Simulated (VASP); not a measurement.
# O on Ag(100): which site?, part 2 of 2

Which site of Ag(100) does O prefer, and what does it do to the work function?

VASP 6.6.1, plane waves and PAW; the level of theory is named at each step.

So far. Step 6 (Relaxing the atoms): Energy at zero smearing: -9.60851 eV. Step 7 (Relaxing the adsorbate, site ontop): The run ended after 24 ionic steps, 0.045 eV below its first step, once the forces on the free atoms met EDIFFG = -0.03.

## 8. Potential and states with the adsorbate, site ontop

A static run like the clean slab's shows how the vacuum level shifts, by charge transfer, by any dipole of the adsorbate and by the slab's own rearrangement.

File INCAR:

```
SYSTEM = Ag16O
PREC = Normal
ENCUT = 440
EDIFF = 1E-06
NELM = 120
ISMEAR = 1
SIGMA = 0.15
LREAL = Auto
ALGO = Fast
GGA = RP
NBANDS = 112
LASPH = .TRUE.
LORBIT = 11
LWAVE = .FALSE.
LCHARG = .FALSE.
KPAR = 2
NCORE = 2
IDIPOL = 3
LDIPOL = .TRUE.
DIPOL = 0.5 0.5 0.513
LVHAR = .TRUE.
LVACPOTAV = .TRUE.
NEDOS = 1500
```

File POSCAR:

```
Ag16O
1.0
    5.9540166507      0.0000000000      0.0000000000
    0.0000000000      5.9540166507      0.0000000000
    0.0000000000      0.0000000000     21.3151883235
Ag O
16 1
Selective dynamics
Direct
    0.2500000000      0.2500000000      0.3518617800  F F F
    0.7500000000      0.2500000000      0.3518617800  F F F
    0.2500000000      0.7500000000      0.3518617800  F F F
    0.7500000000      0.7500000000      0.3518617800  F F F
    0.0000000000      0.0000000000      0.4506205900  F F F
    0.5000000000      0.0000000000      0.4506205900  F F F
    0.0000000000      0.5000000000      0.4506205900  F F F
    0.5000000000      0.5000000000      0.4506205900  F F F
    0.2506118381      0.2506118381      0.5483876805  T T T
    0.7493881619      0.2506118381      0.5483876805  T T T
    0.2506118381      0.7493881619      0.5483876805  T T T
    0.7493881619      0.7493881619      0.5483876805  T T T
    0.0000000000      0.0000000000      0.6408284502  T T T
    0.5000000000      0.0000000000      0.6489466221  T T T
    0.0000000000      0.5000000000      0.6489466221  T T T
    0.5000000000      0.5000000000      0.6440366546  T T T
    0.0000000000      0.0000000000      0.7323741740  T T T
```

File KPOINTS:

```
Automatic mesh
0
Gamma
4 4 1
0 0 0
```

PAW data sets: Ag and O (PBE family, release 64).

Launch:

```
$ mpirun -np 4 vasp_std
```

It took 1.7 min on 4 MPI ranks of AMD EPYC 7R43, shared host; peak memory 1.1 GiB.

This step gave:

```yaml
electronic_cycles: 25
fermi_energy: -0.0359 eV
dipole_moment: 0, 0, 0.4395 e·Å
vacuum_levels: 6.192, 3.948 eV
work_functions_of_the_upper_and_lower_face: 6.228, 3.984 eV
```

The planar average of the electrostatic potential oscillates, so the rows of the table below give means over windows of 1 Å about each position, cut where the curve ends. Its maxima inside the range that stand out by 2 % of the span (Å: eV): 8.6: 0.0609, 10.7: -0.0605, 12.8: -0.268. Its minima: 7.5: -14.0, 9.6: -14.0, 11.7: -14.0, 13.8: -13.8.

Zero at the Fermi level. The planar average of the electrostatic potential by height; means over each step:

height (Å), planar average of the electrostatic potential (eV) and a bar from the least value:
```
        0        4.9 ############################
        1        4.0 ##########################
        2        4.0 ##########################
        3        4.0 ##########################
        4        4.0 ##########################
        5        3.9 ##########################
        6        3.0 ########################
        7       -7.5 ######
        8       -7.7 #####
        9       -6.3 ########
       10       -9.2 ###
       11       -5.3 #########
       12      -10.1 #
       13       -4.5 ###########
       14      -10.6 
       15        2.0 ######################
       16        4.6 ###########################
       17        6.2 ##############################
       18        6.2 ##############################
       19        6.2 ##############################
       20        6.2 ##############################
       21        6.2 ##############################
```

Density of states in the PAW spheres, an atom over height of the layer and energy from the Fermi level.

Ten even steps from '_' (0.00 states/eV) to '@' (5.43 states/eV), each cell a mean:
```
____________
__________..
______..__==
__________==
__________..
____________
____________
____________
..::::::::__
**####**@@__
%%++++**@@__
@@==++**%%__
********==__
++====**--__
==++++++--__
..++++::..__
____________
____________
____________
____________
____________
____________
```
Columns: height of the layer (Å) from 7.5 to 15.6 (not evenly spaced); rows upwards: energy from the Fermi level (eV) from -7.9 to 0.5.

Force by atom:

| atom | x (eV/Å) | y (eV/Å) | z (eV/Å) | size |
| --- | --- | --- | --- | --- |
| Ag1 | 0.031 | 0.031 | 0.120 | 0.127 |
| Ag2 | -0.031 | 0.031 | 0.120 | 0.127 |
| Ag3 | 0.031 | -0.031 | 0.120 | 0.127 |
| Ag4 | -0.031 | -0.031 | 0.120 | 0.127 |
| Ag5 | 0.000 | 0.000 | -0.048 | 0.048 |
| Ag6 | 0.000 | 0.000 | -0.133 | 0.133 |
| Ag7 | 0.000 | 0.000 | -0.133 | 0.133 |
| Ag8 | 0.000 | 0.000 | -0.162 | 0.162 |
| Ag9 | 0.006 | 0.006 | -0.010 | 0.013 |
| Ag10 | -0.006 | 0.006 | -0.010 | 0.013 |
| Ag11 | 0.006 | -0.006 | -0.010 | 0.013 |
| Ag12 | -0.006 | -0.006 | -0.010 | 0.013 |
| Ag13 | 0.000 | 0.000 | -0.003 | 0.003 |
| Ag14 | 0.000 | 0.000 | 0.006 | 0.006 |
| Ag15 | 0.000 | 0.000 | 0.006 | 0.006 |
| Ag16 | 0.000 | 0.000 | 0.032 | 0.032 |
| O17 | 0.000 | 0.000 | -0.004 | 0.004 |

The map of layer states is cut here 0.5 eV above the Fermi level, so it leaves out the states above that.

At the end the adsorbate's closest contact with the slab is O-Ag at 1.95 Å, nearly straight above the slab's atom, and its lowest atom lies 1.78 Å above the highest atom of the slab.

The vacuum level lies 6.23 eV above the Fermi level at the upper face; the two faces differ by 2.24 eV, the step that the slab's dipole of 0.439 e·Å makes.

VASP counts the dipole in electrons times Å, so a positive number points the physical dipole along −c.

The program found no field-free point at its default tolerance, but its printed level agrees with the flat part of the planar average.

On this mesh the fine structure of the density of states is sampling noise, and high empty states may be cut by the number of bands.

## 9. Relaxing the adsorbate, site hollow

File INCAR:

```
SYSTEM = Ag16O
PREC = Normal
ENCUT = 440
EDIFF = 1E-05
NELM = 120
ISMEAR = 1
SIGMA = 0.15
LREAL = Auto
ALGO = Fast
GGA = RP
NBANDS = 112
LASPH = .TRUE.
LORBIT = 11
LWAVE = .FALSE.
LCHARG = .FALSE.
KPAR = 2
NCORE = 2
IBRION = 2
NSW = 50
ISIF = 2
EDIFFG = -0.03
POTIM = 0.4
MAXMIX = 40
IDIPOL = 3
LDIPOL = .TRUE.
DIPOL = 0.5 0.5 0.511
```

File POSCAR:

```
Ag16O
1.0
    5.9540166507      0.0000000000      0.0000000000
    0.0000000000      5.9540166507      0.0000000000
    0.0000000000      0.0000000000     21.3151883235
Ag O
16 1
Selective dynamics
Direct
    0.2500000000      0.2500000000      0.3518617800  F F F
    0.7500000000      0.2500000000      0.3518617800  F F F
    0.2500000000      0.7500000000      0.3518617800  F F F
    0.7500000000      0.7500000000      0.3518617800  F F F
    0.0000000000      0.0000000000      0.4506205900  F F F
    0.5000000000      0.0000000000      0.4506205900  F F F
    0.0000000000      0.5000000000      0.4506205900  F F F
    0.5000000000      0.5000000000      0.4506205900  F F F
    0.2500000000      0.2500000000      0.5489664900  T T T
    0.7500000000      0.2500000000      0.5489664900  T T T
    0.2500000000      0.7500000000      0.5489664900  T T T
    0.7500000000      0.7500000000      0.5489664900  T T T
    0.0000000000      0.0000000000      0.6442746800  T T T
    0.5000000000      0.0000000000      0.6442746800  T T T
    0.0000000000      0.5000000000      0.6442746800  T T T
    0.5000000000      0.5000000000      0.6442746800  T T T
    0.2500000000      0.2500000000      0.6982268200  T T T
```

KPOINTS is that of step 8.

Launch:

```
$ mpirun -np 4 vasp_std
```

Elapsed: 9.3 min, on 4 MPI ranks; peak memory 1.2 GiB; 37 min of CPU time.

Relaxation path:

| step | energy less that of the first step (eV) | largest force (eV/Å) |
| --- | --- | --- |
| 1 | 0.0000 | 1.1108 |
| 2 | -0.0768 | 0.8947 |
| 3 | -0.1794 | 0.3418 |
| 4 | -0.1884 | 0.3345 |
| 5 | -0.2182 | 0.1920 |
| 6 | -0.2346 | 0.2084 |
| 7 | -0.2367 | 0.2342 |
| 8 | -0.2426 | 0.1520 |
| 9 | -0.2480 | 0.0728 |
| 10 | -0.2481 | 0.0769 |
| 11 | -0.2481 | 0.0729 |
| 12 | -0.2503 | 0.0831 |
| 13 | -0.2508 | 0.0920 |
| 14 | -0.2511 | 0.0935 |
| 15 | -0.2511 | 0.1028 |
| 16 | -0.2512 | 0.0900 |
| 17 | -0.2525 | 0.0541 |
| 18 | -0.2525 | 0.0427 |
| 19 | -0.2525 | 0.0353 |
| 20 | -0.2531 | 0.0218 |

The atoms that moved most (Å):

| atom | dx | dy | dz | length |
| --- | --- | --- | --- | --- |
| O17 | 0.000 | 0.000 | -0.367 | 0.367 |
| Ag13 | -0.039 | -0.039 | 0.078 | 0.095 |
| Ag15 | -0.039 | 0.039 | 0.078 | 0.095 |
| Ag14 | 0.039 | -0.039 | 0.078 | 0.095 |
| Ag16 | 0.039 | 0.039 | 0.078 | 0.095 |
| Ag12 | 0.000 | 0.000 | 0.066 | 0.066 |
| Ag9 | 0.000 | 0.000 | -0.062 | 0.062 |
| Ag10 | 0.000 | 0.000 | -0.019 | 0.019 |

The relaxed structure:

```cif
data_structure
_symmetry_space_group_name_H-M 'P 1'
_symmetry_Int_Tables_number 1
_cell_length_a 5.9540
_cell_length_b 5.9540
_cell_length_c 21.3152
_cell_angle_alpha 90.000
_cell_angle_beta 90.000
_cell_angle_gamma 90.000
_cell_volume 755.63
loop_
_atom_site_label
_atom_site_type_symbol
_atom_site_fract_x
_atom_site_fract_y
_atom_site_fract_z
_atom_site_occupancy
Ag1 Ag 0.25000 0.25000 0.35186 1
Ag2 Ag 0.75000 0.25000 0.35186 1
Ag3 Ag 0.25000 0.75000 0.35186 1
Ag4 Ag 0.75000 0.75000 0.35186 1
Ag5 Ag 0.00000 0.00000 0.45062 1
Ag6 Ag 0.50000 0.00000 0.45062 1
Ag7 Ag 0.00000 0.50000 0.45062 1
Ag8 Ag 0.50000 0.50000 0.45062 1
Ag9 Ag 0.25000 0.25000 0.54608 1
Ag10 Ag 0.75000 0.25000 0.54809 1
Ag11 Ag 0.25000 0.75000 0.54809 1
Ag12 Ag 0.75000 0.75000 0.55206 1
Ag13 Ag 0.99345 0.99345 0.64792 1
Ag14 Ag 0.50655 0.99345 0.64792 1
Ag15 Ag 0.99345 0.50655 0.64792 1
Ag16 Ag 0.50655 0.50655 0.64792 1
O17 O 0.25000 0.25000 0.68102 1
```

The run ended after 20 ionic steps, 0.253 eV below its first step, once the forces on the free atoms met EDIFFG = -0.03.

## 10. Potential and states with the adsorbate, site hollow

File INCAR:

```
SYSTEM = Ag16O
PREC = Normal
ENCUT = 440
EDIFF = 1E-06
NELM = 120
ISMEAR = 1
SIGMA = 0.15
LREAL = Auto
ALGO = Fast
GGA = RP
NBANDS = 112
LASPH = .TRUE.
LORBIT = 11
LWAVE = .FALSE.
LCHARG = .FALSE.
KPAR = 2
NCORE = 2
IDIPOL = 3
LDIPOL = .TRUE.
DIPOL = 0.5 0.5 0.51
LVHAR = .TRUE.
LVACPOTAV = .TRUE.
NEDOS = 1500
```

File POSCAR:

```
Ag16O
1.0
    5.9540166507      0.0000000000      0.0000000000
    0.0000000000      5.9540166507      0.0000000000
    0.0000000000      0.0000000000     21.3151883235
Ag O
16 1
Selective dynamics
Direct
    0.2500000000      0.2500000000      0.3518617800  F F F
    0.7500000000      0.2500000000      0.3518617800  F F F
    0.2500000000      0.7500000000      0.3518617800  F F F
    0.7500000000      0.7500000000      0.3518617800  F F F
    0.0000000000      0.0000000000      0.4506205900  F F F
    0.5000000000      0.0000000000      0.4506205900  F F F
    0.0000000000      0.5000000000      0.4506205900  F F F
    0.5000000000      0.5000000000      0.4506205900  F F F
    0.2500000000      0.2500000000      0.5460753867  T T T
    0.7500000000      0.2500000000      0.5480911201  T T T
    0.2500000000      0.7500000000      0.5480911201  T T T
    0.7500000000      0.7500000000      0.5520630238  T T T
    0.9934516832      0.9934516832      0.6479154060  T T T
    0.5065483168      0.9934516832      0.6479154060  T T T
    0.9934516832      0.5065483168      0.6479154060  T T T
    0.5065483168      0.5065483168      0.6479154060  T T T
    0.2500000000      0.2500000000      0.6810151203  T T T
```

KPOINTS is that of step 9.

Launch:

```
$ mpirun -np 4 vasp_std
```

The job ended after 89 s (4 MPI ranks; peak memory 1.1 GiB).

The planar average of the electrostatic potential oscillates, so the rows of the table below give means over windows of 1 Å about each position, cut where the curve ends. Its maxima inside the range that stand out by 2 % of the span (Å: eV): 8.6: 0.0287, 10.7: -0.0893, 12.8: 0.08. Its minima: 7.5: -14.0, 9.6: -14.1, 11.7: -14.0, 13.8: -14.1.

Zero at the Fermi level. Planar average of the electrostatic potential against height; means over each step:

| height (Å) | planar average of the electrostatic potential (eV) |
| --- | --- |
| 0 | 4.15 |
| 1 | 3.87 |
| 2 | 3.87 |
| 3 | 3.87 |
| 4 | 3.86 |
| 5 | 3.79 |
| 6 | 2.90 |
| 7 | -7.49 |
| 8 | -7.73 |
| 9 | -6.36 |
| 10 | -9.17 |
| 11 | -5.23 |
| 12 | -10.2 |
| 13 | -3.84 |
| 14 | -11.8 |
| 15 | 1.07 |
| 16 | 4.39 |
| 17 | 4.57 |
| 18 | 4.58 |
| 19 | 4.58 |
| 20 | 4.58 |
| 21 | 4.58 |

The map of layer states is cut here 0.5 eV above the Fermi level, so it leaves out the states above that.

At the end the adsorbate's closest contact with the slab is O-Ag at 2.27 Å, 2.16 Å to the side of the slab's atom, and its lowest atom lies 0.71 Å above the highest atom of the slab.

The vacuum level lies 4.58 eV above the Fermi level at the upper face; the two faces differ by 0.71 eV, the step that the slab's dipole of 0.139 e·Å makes.

VASP counts the dipole in electrons times Å, so a positive number points the physical dipole along −c.

The program found no field-free point at its default tolerance, but its printed level agrees with the flat part of the planar average.

On this mesh the fine structure of the density of states is sampling noise, and high empty states may be cut by the number of bands.

## 11. Relaxing the adsorbate, site bridge

File INCAR:

```
SYSTEM = Ag16O
PREC = Normal
ENCUT = 440
EDIFF = 1E-05
NELM = 120
ISMEAR = 1
SIGMA = 0.15
LREAL = Auto
ALGO = Fast
GGA = RP
NBANDS = 112
LASPH = .TRUE.
LORBIT = 11
LWAVE = .FALSE.
LCHARG = .FALSE.
KPAR = 2
NCORE = 2
IBRION = 2
NSW = 50
ISIF = 2
EDIFFG = -0.03
POTIM = 0.4
MAXMIX = 40
IDIPOL = 3
LDIPOL = .TRUE.
DIPOL = 0.5 0.5 0.511
```

File POSCAR:

```
Ag16O
1.0
    5.9540166507      0.0000000000      0.0000000000
    0.0000000000      5.9540166507      0.0000000000
    0.0000000000      0.0000000000     21.3151883235
Ag O
16 1
Selective dynamics
Direct
    0.2500000000      0.2500000000      0.3518617800  F F F
    0.7500000000      0.2500000000      0.3518617800  F F F
    0.2500000000      0.7500000000      0.3518617800  F F F
    0.7500000000      0.7500000000      0.3518617800  F F F
    0.0000000000      0.0000000000      0.4506205900  F F F
    0.5000000000      0.0000000000      0.4506205900  F F F
    0.0000000000      0.5000000000      0.4506205900  F F F
    0.5000000000      0.5000000000      0.4506205900  F F F
    0.2500000000      0.2500000000      0.5489664900  T T T
    0.7500000000      0.2500000000      0.5489664900  T T T
    0.2500000000      0.7500000000      0.5489664900  T T T
    0.7500000000      0.7500000000      0.5489664900  T T T
    0.0000000000      0.0000000000      0.6442746800  T T T
    0.5000000000      0.0000000000      0.6442746800  T T T
    0.0000000000      0.5000000000      0.6442746800  T T T
    0.5000000000      0.5000000000      0.6442746800  T T T
    0.2500000000      0.0000000000      0.7099555500  T T T
```

KPOINTS is that of step 10.

Launch:

```
$ mpirun -np 4 vasp_std
```

Elapsed: 14 min, on 4 MPI ranks; peak memory 1.5 GiB.

The run keeps the 4 symmetry operations of its start, so it cannot find a distortion of lower symmetry.

Step by step:

| step | energy less that of the first step (eV) | largest force (eV/Å) |
| --- | --- | --- |
| 1 | 0.0000 | 0.6959 |
| 2 | -0.0321 | 0.3994 |
| 3 | -0.0409 | 0.4522 |
| 4 | -0.0576 | 0.3423 |
| 5 | -0.0697 | 0.1961 |
| 6 | -0.0710 | 0.1364 |
| 7 | -0.0738 | 0.0896 |
| 8 | -0.0738 | 0.0903 |
| 9 | -0.0754 | 0.0563 |
| 10 | -0.0762 | 0.0414 |
| 11 | -0.0763 | 0.0440 |
| 12 | -0.0763 | 0.0477 |
| 13 | -0.0768 | 0.0363 |
| 14 | -0.0779 | 0.0365 |
| 15 | -0.0781 | 0.0469 |
| 16 | -0.0787 | 0.0315 |
| 17 | -0.0791 | 0.0383 |
| 18 | -0.0775 | 0.0549 |
| 19 | -0.0790 | 0.0412 |
| 20 | -0.0787 | 0.0284 |

The atoms that moved most (Å):

| atom | dx | dy | dz | length |
| --- | --- | --- | --- | --- |
| Ag13 | -0.103 | 0.000 | 0.100 | 0.144 |
| Ag14 | 0.103 | 0.000 | 0.100 | 0.144 |
| Ag15 | -0.017 | 0.000 | 0.048 | 0.051 |
| Ag16 | 0.017 | 0.000 | 0.048 | 0.051 |
| Ag10 | 0.000 | -0.010 | 0.033 | 0.034 |
| Ag12 | 0.000 | 0.010 | 0.033 | 0.034 |
| Ag9 | 0.000 | -0.001 | 0.019 | 0.019 |
| Ag11 | 0.000 | 0.001 | 0.019 | 0.019 |

The relaxed structure:

```xyz
17
Lattice="5.9540 0.0000 0.0000 0.0000 5.9540 0.0000 0.0000 0.0000 21.3152" Properties=species:S:1:pos:R:3
Ag    1.4885    1.4885    7.5000
Ag    4.4655    1.4885    7.5000
Ag    1.4885    4.4655    7.5000
Ag    4.4655    4.4655    7.5000
Ag    0.0000    0.0000    9.6051
Ag    2.9770    0.0000    9.6051
Ag    0.0000    2.9770    9.6051
Ag    2.9770    2.9770    9.6051
Ag    1.4885    1.4871   11.7206
Ag    4.4655    1.4790   11.7341
Ag    1.4885    4.4670   11.7206
Ag    4.4655    4.4750   11.7341
Ag   -0.1033    0.0000   13.8328
Ag    3.0803    0.0000   13.8328
Ag   -0.0168    2.9770   13.7813
Ag    2.9938    2.9770   13.7813
O     1.4885    0.0000   15.1430
```

The run ended after 20 ionic steps, 0.079 eV below its first step, once the forces on the free atoms met EDIFFG = -0.03.

## 12. Potential and states with the adsorbate, site bridge

File INCAR:

```
SYSTEM = Ag16O
PREC = Normal
ENCUT = 440
EDIFF = 1E-06
NELM = 120
ISMEAR = 1
SIGMA = 0.15
LREAL = Auto
ALGO = Fast
GGA = RP
NBANDS = 112
LASPH = .TRUE.
LORBIT = 11
LWAVE = .FALSE.
LCHARG = .FALSE.
KPAR = 2
NCORE = 2
IDIPOL = 3
LDIPOL = .TRUE.
DIPOL = 0.5 0.5 0.512
LVHAR = .TRUE.
LVACPOTAV = .TRUE.
NEDOS = 1500
```

File POSCAR:

```
Ag16O
1.0
    5.9540166507      0.0000000000      0.0000000000
    0.0000000000      5.9540166507      0.0000000000
    0.0000000000      0.0000000000     21.3151883235
Ag O
16 1
Selective dynamics
Direct
    0.2500000000      0.2500000000      0.3518617800  F F F
    0.7500000000      0.2500000000      0.3518617800  F F F
    0.2500000000      0.7500000000      0.3518617800  F F F
    0.7500000000      0.7500000000      0.3518617800  F F F
    0.0000000000      0.0000000000      0.4506205900  F F F
    0.5000000000      0.0000000000      0.4506205900  F F F
    0.0000000000      0.5000000000      0.4506205900  F F F
    0.5000000000      0.5000000000      0.4506205900  F F F
    0.2500000000      0.2497576684      0.5498695887  T T T
    0.7500000000      0.2484035013      0.5505056002  T T T
    0.2500000000      0.7502423316      0.5498695887  T T T
    0.7500000000      0.7515964987      0.5505056002  T T T
    0.9826517129      0.0000000000      0.6489645299  T T T
    0.5173482871      0.0000000000      0.6489645299  T T T
    0.9971761445      0.5000000000      0.6465500195  T T T
    0.5028238555      0.5000000000      0.6465500195  T T T
    0.2500000000      0.0000000000      0.7104302156  T T T
```

KPOINTS is that of step 11.

Launch:

```
$ mpirun -np 4 vasp_std
```

Run time: 2.5 min. Hardware: 4 MPI ranks; peak memory 1.3 GiB.

The map of layer states is cut here 0.5 eV above the Fermi level, so it leaves out the states above that.

At the end the adsorbate's closest contact with the slab is O-Ag at 2.06 Å, 1.59 Å to the side of the slab's atom, and its lowest atom lies 1.31 Å above the highest atom of the slab.

The vacuum level lies 5.66 eV above the Fermi level at the upper face; the two faces differ by 1.62 eV, the step that the slab's dipole of 0.318 e·Å makes.

VASP counts the dipole in electrons times Å, so a positive number points the physical dipole along −c.

The program found no field-free point at its default tolerance, but its printed level agrees with the flat part of the planar average.

On this mesh the fine structure of the density of states is sampling noise, and high empty states may be cut by the number of bands.

## 13. The sites side by side

This step: adsorption sites, RPBE; plane waves and PAW (VASP 6.6.1).

No new run; the numbers come from the runs before.

The site's symmetry is kept, so a site may be a saddle point. All sites:

| site | adsorption energy (eV) | height over the top layer (Å) | shortest distance to the metal (Å) | bond in the molecule (Å) | change of the work function (eV) | sideways move (Å) |
| --- | --- | --- | --- | --- | --- | --- |
| ontop | 1.201 | 1.848 | 1.951 | - | 2.388 | 0 |
| hollow | -0.6073 | 0.7055 | 2.272 | - | 0.7366 | 0 |
| bridge | 0.1869 | 1.336 | 2.062 | - | 1.82 | 0 |

Each adsorption energy is the energy with the adsorbate less the clean slab (-32.364 eV) and the reference (-4.804 eV, half of O2).

## 14. Outcome

```
ontop start  : 1.20 eV
hollow start : -0.61 eV
bridge start : 0.19 eV
```

In words: Among the starts that kept their site, O is lowest at the hollow site of Ag(100), at -0.61 eV against half of O2; bridge lies 0.79 eV higher and ontop lies 1.81 eV higher. At that site the work function rises by 0.74 eV from 3.84 eV. Symmetry was kept, so any start that stayed on its site may sit on a saddle point. The slab is thin, and zero-point and thermal parts are left out.

[Lines on the potential files, build, host, timing and source positions are cut from VASP's logs without a mark.]

[Logs are printed without paths, hosts, clocks, repeated set-up lines and the standing remarks that a program may print on its own settings, such as how far it seeks lower states.]

[Hosts, paths, dates, database ids (printed as entryN), source tags and the programs' standing remarks are cut or masked in the printed files.]

[Runs that stopped without an error message from VASP are left out.]
